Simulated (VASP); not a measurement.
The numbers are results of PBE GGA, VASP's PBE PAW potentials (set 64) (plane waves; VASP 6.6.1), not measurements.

Input for VASP

**INCAR**
```
SYSTEM  =  Rb
PREC  =  Accurate; ENCUT  =  400; LREAL  =  .FALSE.
LASPH  =  .TRUE.
EDIFF  =  1E-6; NELM  =  100; ALGO  =  Normal
LMAXMIX  =  4
ISMEAR  =  1; SIGMA  =  0.1
GGA  =  PE
ISIF  =  2
LWAVE  =  .FALSE.; LCHARG  =  .FALSE.
```

### POSCAR
```
Rb
1
   -2.8250000000     2.8250000000     2.8250000000
    2.8250000000    -2.8250000000     2.8250000000
    2.8250000000     2.8250000000    -2.8250000000
Rb
1
Direct
  0.0000000000   0.0000000000   0.0000000000
```

File KPOINTS:
```
Automatic mesh
0
Monkhorst-Pack
7 7 7
```

POTCAR, in this order: Rb_sv (PBE.64 set). Program: vasp_std.

Question: What will the output report for the number of irreducible k-points (NKPTS), number of bands (NBANDS), largest plane-wave count, number of space-group operations, FFT grid (NGX, NGY, NGZ)?

Answer: 
| Quantity | Value |
|---|---|
| number of irreducible k-points (NKPTS) | 20 |
| number of bands (NBANDS) | 8 |
| largest plane-wave count | 1650 |
| number of space-group operations | 48 |
| FFT grid (NGX, NGY, NGZ) | 32 × 32 × 32 |

The compound is Rb in the bcc structure. The cell was not relaxed at this level. The run is one of a series of settings (KPOINTS 7×7×7 Monkhorst-Pack mesh against the base run), some of them coarse on purpose.
